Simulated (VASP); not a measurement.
Given:

```
CELL_PARAMETERS angstrom
      1.86452    -3.22944     0.00000
      1.86452     3.22944     0.00000
      0.00000     0.00000     5.37282
ATOMIC_POSITIONS crystal
  Pt 0.00000 0.00000 0.00000
  Se 0.33333 0.66667 0.24159
  Se 0.66667 0.33333 0.75841
```

Calculation: revTPSS meta-GGA, VASP's PBE PAW potentials (set 64) (plane waves; VASP 6.6.1). Run with 520 eV cut-off, 9×9×5 Γ-centred mesh, first-order Methfessel-Paxton smearing of 0.10 eV, potentials Pt Se.

Without a dispersion term in the relaxation, distances and binding between the weakly bound layers, chains or molecules are unreliable, and so is what depends on them. Unless said otherwise, spin-orbit coupling is left out, though it shifts the bands of the heavy elements here.

**Question.** Estimate the energy per atom (σ→0), band gap (on the k-mesh) with the smallest direct gap where there is one.

**Answer.** 
```yaml
band gap (on the k-mesh): 0.04 eV
smallest direct gap (on the k-mesh): 0.57 eV
energy per atom (σ→0): 13.872 eV/atom
```

The absolute energy has meaning only against runs of the same code, potentials and settings.

The compound is PtSe2 in the 1T layered structure. It was relaxed first, which changed the volume by +6 %. The start is the result of an earlier pass.
